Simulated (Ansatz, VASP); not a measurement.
# InAgS: VASP beside Ansatz

File INCAR:

```
SYSTEM = InAgS
PREC = Accurate ; ENCUT = 520
EDIFF = 1E-7 ; ISMEAR = 0
SIGMA = 0.1 ; LREAL = .False.
LASPH = .True. ; NELM = 100
ALGO = Normal ; ISIF = 2
LWAVE = .False. ; LCHARG = .False.
GGA = PE ; NBANDS = 22
```

KPOINTS

```
regular mesh
0
Gamma
  4 4 4
  0 0 0
```

POSCAR

```
InAgS
1.0
    4.2991035300      0.0000000000      0.0000000000
    0.0000000000      4.2991035300      0.0000000000
    0.0000000000      0.0000000000      4.1109438300
In Ag S
1 1 1
Direct
    0.0000000000      0.0000000000      0.0000000000
    0.5000000000      0.5000000000      0.5000000000
    0.5000000000      0.5000000000      0.0000000000
```

Input for Ansatz:

```yaml
crystal:
  lattice:
    - [4.29910353, 0.0, 0.0]
    - [0.0, 4.29910353, 0.0]
    - [0.0, 0.0, 4.11094383]
  atoms:
    - { symbol: In, position: [0.0, 0.0, 0.0] }
    - { symbol: Ag, position: [0.5, 0.5, 0.5] }
    - { symbol: S, position: [0.5, 0.5, 0.0] }
basis:
  ecutwfc: 420
kpoints:
  mp_grid: { grid: [4, 4, 4] }
hamiltonian:
  xc: pbe
scf:
  occupations: { method: gaussian, width: 0.1 }
  lower_state_search: "off"
output:
  forces: true
  stress: true
  eigenvalues: true
```

Alike in both runs: task single point; functional PBE; k mesh 4 × 4 × 4; occupations gaussian, width 0.1 eV; no spin polarisation.

|  | VASP | Ansatz |
| --- | --- | --- |
| version | VASP 6.6.1 | Ansatz 0.2.0 |
| potentials or method | VASP PAW PBE potentials, release 64 (In_d, Ag, S) | scalar-relativistic, plane waves, PAW |
| plane-wave cutoff (eV) | 520 | 420 |
| valence electrons in the cell | 30 | 38 |

|  | VASP | Ansatz | Ansatz less VASP |
| --- | --- | --- | --- |
| gap on the k mesh at the Fermi level (eV) | none | none | - |
| pressure (GPa) | 15.5 | 15.7 | +0.25 |
| largest component of the traceless stress (GPa) | 26.21 | 26.60 | +0.390 |

A gap of «none» marks a metal or a gap that the smearing closes. The two sets of potentials don't hold the same shells in valence.

Caveats: the k mesh is coarse (spacing up to 0.38 Å⁻¹), so the values aren't converged; so large a pressure means that the cell lies far from this level's equilibrium, or that cutoff or potentials fall short (VASP).
